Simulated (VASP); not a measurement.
A run of VASP 6.6.1 is set up as follows.

File INCAR:

```
PREC = Accurate
ENCUT = 600
EDIFF = 1E-6
ISMEAR = 0
SIGMA = 0.1
LREAL = F
LASPH = T
NELM = 100
ALGO = Fast
ISIF = 3
LWAVE = F
LCHARG = F
GGA = CA
IBRION = 2
NSW = 70
EDIFFG = -0.005
```

File KPOINTS:

```
regular mesh
0
Gamma
  16 16 16
```

The input POSCAR:

```
ZrC
1.0
    0.0000000000      2.3543976079      2.3543976079
    2.3543976079      0.0000000000      2.3543976079
    2.3543976079      2.3543976079      0.0000000000
Zr C
1 1
Direct
    0.5000000000      0.5000000000      0.5000000000
    0.0000000000      0.0000000000      0.0000000000
```

Potentials or basis: VASP PAW LDA potentials, release 64 (Zr_sv, C).

The run is started by

```sh
$ cat potpaw_LDA.64/Zr_sv/POTCAR potpaw_LDA.64/C/POTCAR > POTCAR
$ mpirun -np 1 vasp_std > vasp.out
```

Problem. Predict the relaxed volume.

Solution. 12.53 Å³/atom.

Problem. Estimate the band gap on the k mesh.

Solution. None (metal or under the smearing width).

Problem. What does it give for the space group after relaxing (to 0.05 Å)?

Solution. Fm-3m (No. 225).

Final structure:
```
Zr C
1.0
     0.00000    2.32245    2.32245
     2.32245    0.00000    2.32245
     2.32245    2.32245    0.00000
Zr C
1 1
Direct
  0.50000 0.50000 0.50000
  0.00000 0.00000 0.00000
```

LDA usually gives volumes a few per cent too small. Zero-point motion and thermal expansion aren't in these numbers.
